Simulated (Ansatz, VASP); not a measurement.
# Two plane-wave programs on PC2

```
CELL_PARAMETERS angstrom
3.73217 0.00000 0.00000
0.00000 4.59425 0.00000
0.00000 0.00000 2.84968
ATOMIC_POSITIONS crystal
P 0.00000 0.00000 0.00000
P 0.50000 0.50000 0.50000
C 0.14976 0.40694 0.00000
C 0.85024 0.59306 0.00000
C 0.64976 0.09306 0.50000
C 0.35024 0.90694 0.50000
```

Change from the starting cell: species swapped into the P2Ru type (Pnnm, No. 58).

Alike in both runs: functional PBE; k mesh 4 × 4 × 6; occupations gaussian, width 0.1 eV; no spin polarisation.

Ansatz relaxed the structure, and its values are those at the end. VASP's run is a single point on that final structure, the one shown.

|  | VASP | Ansatz |
| --- | --- | --- |
| version | VASP 6.6.1 | Ansatz 0.2.0 |
| potentials or method | VASP PAW PBE potentials, release 64 (P, C) | scalar-relativistic, plane waves, PAW |
| plane-wave cutoff (eV) | 520 | 420 |
| valence electrons in the cell | 26 | 26 |

|  | VASP | Ansatz | Ansatz less VASP |
| --- | --- | --- | --- |
| gap on the k mesh at the Fermi level (eV) | none | none | - |
| pressure (GPa) | -0.2 | -0.1 | +0.17 |
| rms of the force components (eV/Å) | 0.034 | 0.001 | -0.0334 |

A gap of «none» marks a metal or a gap that the smearing closes.

Caveats: the k mesh is coarse (spacing up to 0.42 Å⁻¹), so the values aren't converged.
